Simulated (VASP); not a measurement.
Here is the system:

```xyz
1
Lattice="0.0000 1.9455 1.9455 1.9455 0.0000 1.9455 1.9455 1.9455 0.0000" Properties=species:S:1:pos:R:3 pbc="T T T"
Ag     0.0000     0.0000     0.0000
```

Method: PBE GGA, VASP's PBE PAW potentials (set 64) (plane waves; VASP 6.6.1). Run with 500 eV cut-off, 16×16×16 Γ-centred mesh, first-order Methfessel-Paxton smearing of 0.10 eV, potentials Ag.

Energy and stress use the plane-wave basis of the starting cell.

**Question.** The ions, cell shape and volume at an external pressure of 45.0 GPa are relaxed. Give the cell that the relaxation ends in.

**Answer.** 
```xyz
1
Lattice="0.0000 1.9109 1.9109 1.9109 0.0000 1.9109 1.9109 1.9109 0.0000" Properties=species:S:1:pos:R:3 pbc="T T T"
Ag     1.9109     1.9109     0.0000
```
Space group Fm-3m (225), at a tolerance of 0.03 Å.

**Question.** How do energy and volume change from the first to the last step?

**Answer.** The energy (σ→0) changes by +178.5 meV/atom and the volume by -5.2 %, in 4 ionic steps.

```
step  E(σ→0) (eV)  max force (eV/Å)  pressure (GPa)  volume (Å³)
----  -----------  ----------------  --------------  -----------
1         -2.4832             0.000           30.01        14.73
2         -1.3945             0.000          111.78        11.98
3         -2.3147             0.000           44.00        13.99
4         -2.3047             0.000           44.79        13.96
```

The compound is Ag in the fcc structure. This run relaxes it under an external pressure of 45 GPa. Symmetry was kept, so distortions that lower it aren't found.
